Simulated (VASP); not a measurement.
VASP ran on this input.

KPOINTS:
```
Automatic mesh
0
Gamma
6 6 6
0 0 0
```

POSCAR:
```
CeO2
1
    0.0000000000     2.7093950000     2.7093950000
    2.7093950000     0.0000000000     2.7093950000
    2.7093950000     2.7093950000     0.0000000000
Ce O
1 2
Direct
  0.0000000000   0.0000000000   0.0000000000
  0.2500000000   0.2500000000   0.2500000000
  0.7500000000   0.7500000000   0.7500000000
```

INCAR:
```
LCHARG=.FALSE.
LREAL=.FALSE.
GGA=PE   ! PBE
LMAXMIX=6
SIGMA=0.05   ! width (eV)
ISIF=2   ! forces and stress, cell fixed
LWAVE=.FALSE.
ISMEAR=-1   ! Fermi-Dirac
PREC=Accurate
ENCUT=400   ! plane-wave cut-off (eV)
EDIFF=1E-6   ! SCF stop (eV)
NELM=100   ! most electronic steps
LASPH=.TRUE.   ! aspherical one-centre terms
SYSTEM=CeO2
ALGO=Normal   ! blocked Davidson
```

POTCAR, in this order: Ce O (PBE.64 set). Program: vasp_std.

**Question.** Translate this PBE calculation to Ansatz.

**Answer.** One equivalent input (not run):
Ansatz 0.2 input:
```yaml
crystal:
  lattice:
    - [0.0000000, 2.7093950, 2.7093950]
    - [2.7093950, 0.0000000, 2.7093950]
    - [2.7093950, 2.7093950, 0.0000000]
  atoms:
    - { symbol: Ce, position: [0.0000000, 0.0000000, 0.0000000] }
    - { symbol: O, position: [0.2500000, 0.2500000, 0.2500000] }
    - { symbol: O, position: [0.7500000, 0.7500000, 0.7500000] }
kpoints:
  mp_grid: { grid: [6, 6, 6] }
hamiltonian:
  xc: pbe
  pseudopotentials: { kind: paw }
scf:
  occupations: { method: fermi_dirac, width: 0.05 }
  max_iter: 100
output: { forces: true, stress: true, eigenvalues: true }
```
Limits of the translation: each code has its own PAW files, so the cut-off isn't converted (ENCUT is set for VASP's; basis.ecutwfc is left out, and Ansatz then takes the one that its files recommend); Ansatz stops its SCF on the density residual and VASP on the energy change (EDIFF).

The structure comes from a computed database's CeO2 entry; how it stands against other phases isn't given here. The cell was not relaxed at this level.
